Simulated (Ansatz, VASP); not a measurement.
**Two plane-wave programs on LaMnIn**

```xyz
3
Lattice="4.5313 0.0000 0.0000 -2.2656 3.9242 0.0000 0.0000 0.0000 4.0412" Properties=species:S:1:pos:R:3 pbc="T T T"
La    0.0000    0.0000    0.0000
In    0.0000    2.6161    2.0206
Mn    2.2656    1.3081    2.0206
```

Change from the starting cell: volume scaled by 0.96.

Alike in both runs: task single point; functional PBE; k mesh 7 × 7 × 7; occupations fermi-dirac, width 0.05 eV; collinear spin, ferromagnetic start.

|  | VASP | Ansatz |
| --- | --- | --- |
| version | VASP 6.6.1 | Ansatz 0.2.0 |
| potentials or method | VASP PAW PBE potentials, release 64 (La, In_d, Mn_pv) | Ansatz PAW |
| plane-wave cutoff (eV) | 520 | 420 |
| valence electrons in the cell | 37 | 39 |

Ansatz gave:

- gap on the k mesh at the Fermi level (eV): none
- pressure (GPa): 8.3
- largest component of the traceless stress (GPa): 3.48
- net moment per atom (μB): 1.05
- size of the moment on the site where the two differ most (μB): 0.04

Question: Which values does VASP return?

Answer: gap on the k mesh at the Fermi level (eV): none; pressure (GPa): 8.2; largest component of the traceless stress (GPa): 3.47; net moment per atom (μB): 1.05; size of the moment on the site where the two differ most (μB): 0.09.

Site moments also hang on the region over which each program counts them. A gap of «none» marks a metal or a gap that the smearing closes. The two sets of potentials don't hold the same shells in valence.

The runs have no spin-orbit coupling, so splittings on La are missing.
